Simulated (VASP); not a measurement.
Method: PBEsol GGA, VASP's PBE PAW potentials (set 64) (plane waves; VASP).

VASP ran on this input.

### KPOINTS
```
kpoints
0
Gamma
 9 9 9
0 0 0
```

**INCAR**
```
SYSTEM=AgF
PREC=Accurate; ENCUT=520; LREAL=.FALSE.
LASPH=.TRUE.
EDIFF=1E-6; NELM=100; ALGO=Normal
LMAXMIX=4
ISMEAR=0; SIGMA=0.05
GGA=PS
IBRION=2; NSW=60; ISIF=3
EDIFFG=-0.01
LWAVE=.FALSE.; LCHARG=.FALSE.
```

**POSCAR**
```
AgF
1
    2.6260000000     0.0000000000     0.0000000000
    0.0000000000     2.6260000000     0.0000000000
    0.0000000000     0.0000000000     2.6260000000
Ag F
1 1
Direct
  0.0000000000   0.0000000000   0.0000000000
  0.5000000000   0.5000000000   0.5000000000
```

POTCAR, in this order: Ag F (PBE.64 set). Program: vasp_std.

What VASP printed:

OUTCAR:
```
 ion  position               nearest neighbor table
   1  0.000  0.000  0.000-   2 2.27   2 2.27   2 2.27   2 2.27   2 2.27   2 2.27   2 2.27   2 2.27
  LATTYP: Found a simple cubic cell.
 ALAT       =     2.6260000000
 Subroutine PRICEL returns:
 Original cell was already a primitive cell.
 Subroutine GETGRP returns: Found 48 space group operations
The static configuration has the point symmetry O_h .
The dynamic configuration has the point symmetry O_h .
 Subroutine INISYM returns: Found 48 space group operations
 Subroutine IBZKPT returns following result:
 Found     35 irreducible k-points:

 Following reciprocal coordinates:
            Coordinates               Weight
  0.000000  0.000000  0.000000      1.000000
  0.111111  0.000000  0.000000      6.000000
  0.222222  0.000000  0.000000      6.000000
  0.333333  0.000000  0.000000      6.000000
  0.444444  0.000000  0.000000      6.000000
  0.111111  0.111111  0.000000     12.000000
  0.222222  0.111111  0.000000     24.000000
  0.333333  0.111111  0.000000     24.000000
  0.444444  0.111111  0.000000     24.000000
  0.222222  0.222222  0.000000     12.000000
  0.333333  0.222222  0.000000     24.000000
  0.444444  0.222222  0.000000     24.000000
  0.333333  0.333333  0.000000     12.000000
  0.444444  0.333333  0.000000     24.000000
  0.444444  0.444444  0.000000     12.000000
  0.111111  0.111111  0.111111      8.000000
  0.222222  0.111111  0.111111     24.000000
  0.333333  0.111111  0.111111     24.000000
  0.444444  0.111111  0.111111     24.000000
  0.222222  0.222222  0.111111     24.000000
  0.333333  0.222222  0.111111     48.000000
  0.444444  0.222222  0.111111     48.000000
  0.333333  0.333333  0.111111     24.000000
  0.444444  0.333333  0.111111     48.000000
  0.444444  0.444444  0.111111     24.000000
...
```

OSZICAR:
```
       N       E                     dE             d eps       ncg     rms          rms(c)
DAV:   1     0.110065960690E+03    0.11007E+03   -0.10482E+04   910   0.144E+03
DAV:   2    -0.353917005496E+01   -0.11361E+03   -0.10488E+03   970   0.321E+02
DAV:   3    -0.610484762250E+01   -0.25657E+01   -0.25560E+01  1080   0.538E+01
DAV:   4    -0.611204003247E+01   -0.71924E-02   -0.71920E-02  1030   0.298E+00
DAV:   5    -0.611207134998E+01   -0.31318E-04   -0.31318E-04  1075   0.195E-01    0.134E+01
DAV:   6    -0.553205942609E+01    0.58001E+00   -0.17816E+00   935   0.226E+01    0.105E+01
DAV:   7    -0.551074520966E+01    0.21314E-01   -0.15968E-01   925   0.606E+00    0.624E+00
DAV:   8    -0.550271950922E+01    0.80257E-02   -0.27888E-02   955   0.203E+00    0.423E-01
DAV:   9    -0.550118903581E+01    0.15305E-02   -0.41343E-03  1013   0.121E+00    0.519E-02
DAV:  10    -0.550123287320E+01   -0.43837E-04   -0.45375E-04   955   0.242E-01    0.288E-02
DAV:  11    -0.550122757511E+01    0.52981E-05   -0.10898E-05  1088   0.672E-02    0.962E-03
DAV:  12    -0.550122771529E+01   -0.14018E-06   -0.19051E-06   721   0.189E-02
   1 F= -.55012277E+01 E0= -.55009088E+01  d E =-.550123E+01
       N       E                     dE             d eps       ncg     rms          rms(c)
DAV:   1    -0.722935110068E+02   -0.66792E+02   -0.14079E+03   910   0.431E+02    0.996E+01
DAV:   2    -0.137976769495E+02    0.58496E+02   -0.11695E+02   925   0.103E+02    0.330E+01
DAV:   3    -0.706779480303E+01    0.67299E+01   -0.10612E+01   995   0.343E+01    0.327E+01
DAV:   4    -0.608088845532E+01    0.98691E+00   -0.32702E+00   935   0.306E+01    0.130E+01
DAV:   5    -0.588066094620E+01    0.20023E+00   -0.28093E-01   940   0.508E+00    0.913E+00
DAV:   6    -0.572857635793E+01    0.15208E+00   -0.11188E+00   975   0.139E+01    0.180E+00
DAV:   7    -0.567579319772E+01    0.52783E-01   -0.13750E-01  1009   0.699E+00    0.228E-01
DAV:   8    -0.567831473132E+01   -0.25215E-02   -0.26015E-02   910   0.139E+00    0.119E-01
DAV:   9    -0.567851941790E+01   -0.20469E-03   -0.63712E-04   975   0.253E-01    0.108E-01
DAV:  10    -0.567845379769E+01    0.65620E-04   -0.46928E-04   970   0.352E-01    0.955E-02
DAV:  11    -0.567840402269E+01    0.49775E-04   -0.35880E-05  1023   0.120E-01    0.644E-02
DAV:  12    -0.567838580934E+01    0.18213E-04   -0.25457E-05   945   0.570E-02    0.412E-02
DAV:  13    -0.567837787973E+01    0.79296E-05   -0.47505E-06   915   0.213E-02    0.300E-02
DAV:  14    -0.567837057839E+01    0.73013E-05   -0.56162E-06   920   0.307E-02    0.187E-02
DAV:  15    -0.567836697735E+01    0.36010E-05   -0.64305E-06   925   0.269E-02    0.632E-03
DAV:  16    -0.567836657498E+01    0.40238E-06   -0.74074E-07   465   0.894E-03
   2 F= -.56783666E+01 E0= -.56782577E+01  d E =-.177139E+00
       N       E                     dE             d eps       ncg     rms          rms(c)
DAV:   1    -0.310836014559E+02   -0.25405E+02   -0.37257E+02   915   0.209E+02    0.397E+01
DAV:   2    -0.719763716512E+01    0.23886E+02   -0.76135E+01   910   0.948E+01    0.755E+00
DAV:   3    -0.697477163167E+01    0.22287E+00   -0.10278E+00   970   0.112E+01    0.421E+00
DAV:   4    -0.689469091987E+01    0.80081E-01   -0.14020E-01  1015   0.628E+00    0.169E+00
DAV:   5    -0.688324642449E+01    0.11444E-01   -0.30036E-02  1000   0.229E+00    0.357E-01
DAV:   6    -0.688290398613E+01    0.34244E-03   -0.59892E-03   975   0.127E+00    0.112E-01
DAV:   7    -0.688288648887E+01    0.17497E-04   -0.40452E-04   940   0.254E-01    0.446E-02
DAV:   8    -0.688287561051E+01    0.10878E-04   -0.41394E-05   963   0.133E-01    0.448E-03
DAV:   9    -0.688287626167E+01   -0.65115E-06   -0.85779E-06   942   0.281E-02
   3 F= -.68828763E+01 E0= -.68824655E+01  d E =-.138165E+01
       N       E                     dE             d eps       ncg     rms          rms(c)
DAV:   1    -0.691156383564E+01   -0.28688E-01   -0.42462E-01   910   0.771E+00    0.114E+00
DAV:   2    -0.688702973090E+01    0.24534E-01   -0.64662E-02   920   0.278E+00    0.257E-01
DAV:   3    -0.688585940644E+01    0.11703E-02   -0.32600E-03   925   0.103E+00    0.231E-01
DAV:   4    -0.688574858876E+01    0.11082E-03   -0.20773E-04  1010   0.164E-01    0.137E-01
DAV:   5    -0.688571228871E+01    0.36300E-04   -0.59743E-05   970   0.781E-02    0.158E-02
DAV:   6    -0.688570862615E+01    0.36626E-05   -0.13116E-05   985   0.545E-02    0.383E-03
DAV:   7    -0.688570906094E+01   -0.43479E-06   -0.12396E-06   490   0.154E-02
   4 F= -.68857091E+01 E0= -.68853019E+01  d E =-.138448E+01
       N       E                     dE             d eps       ncg     rms          rms(c)
DAV:   1    -0.689361032883E+01   -0.79017E-02   -0.12441E-01   910   0.418E+00    0.620E-01
DAV:   2    -0.688642490968E+01    0.71854E-02   -0.18791E-02   920   0.150E+00    0.141E-01
DAV:   3    -0.688607562690E+01    0.34928E-03   -0.97232E-04   925   0.562E-01    0.128E-01
DAV:   4    -0.688604407043E+01    0.31556E-04   -0.61258E-05  1010   0.885E-02    0.758E-02
DAV:   5    -0.688603515835E+01    0.89121E-05   -0.17374E-05   970   0.422E-02    0.845E-03
DAV:   6    -0.688603415632E+01    0.10020E-05   -0.38471E-06   925   0.297E-02    0.212E-03
DAV:   7    -0.688603436187E+01   -0.20554E-06   -0.37131E-07   460   0.848E-03
   5 F= -.68860344E+01 E0= -.68856291E+01  d E =-.138481E+01
```

### OUTCAR
```
------------------------ aborting loop because EDIFF is reached ----------------------------------------
  FORCE on cell =-STRESS in cart. coord.  units (eV):
  Direction    XX          YY          ZZ          XY          YZ          ZX
  --------------------------------------------------------------------------------------
  Total        0.0135608      0.0135608      0.0135608     -0.0000000     -0.0000000      0.0000000
  in kB        0.8792523      0.8792523      0.8792523     -0.0000000     -0.0000000      0.0000000
  external PRESSURE =       0.8792523 kB  Pullay stress =       0.0000000 kB
  volume of cell :       24.71
      direct lattice vectors                 reciprocal lattice vectors
     2.912687033  0.000000000  0.000000000     0.343325592 -0.000000000  0.000000000
     0.000000000  2.912687033  0.000000000    -0.000000000  0.343325592  0.000000000
    -0.000000000 -0.000000000  2.912687033    -0.000000000 -0.000000000  0.343325592
 POSITION                                       TOTAL-FORCE (eV/Angst)
 -----------------------------------------------------------------------------------
      0.00000      0.00000      0.00000        -0.000000      0.000000      0.000000
      1.45634      1.45634      1.45634         0.000000     -0.000000      0.000000
 -----------------------------------------------------------------------------------
    total drift:                               -0.000000      0.000000      0.000000
  FREE ENERGIE OF THE ION-ELECTRON SYSTEM (eV)
  ---------------------------------------------------
  free  energy   TOTEN  =        -6.8860343619 eV

  energy  without entropy=       -6.8852238845  energy(sigma->0) =       -6.88562912

 reached required accuracy - stopping structural energy minimisation
```
(Selected blocks of OUTCAR.)

CONTCAR:
```
AgF
   1.00000000000000
     2.9126870332299513    0.0000000000000000    0.0000000000000000
     0.0000000000000000    2.9126870332299513    0.0000000000000000
    -0.0000000000000000   -0.0000000000000000    2.9126870332299513
  Ag              F
     1     1
Direct
     0.0000000000000000    0.0000000000000000    0.0000000000000000
     0.5000000000000000    0.5000000000000000    0.5000000000000000
```

Energy and stress use the plane-wave basis of the starting cell.

The structure was generated: AgF was put into the CsCl type type (Pm-3m), which need not be its known phase. This run relaxes it. Symmetry was kept, so distortions that lower it aren't found.
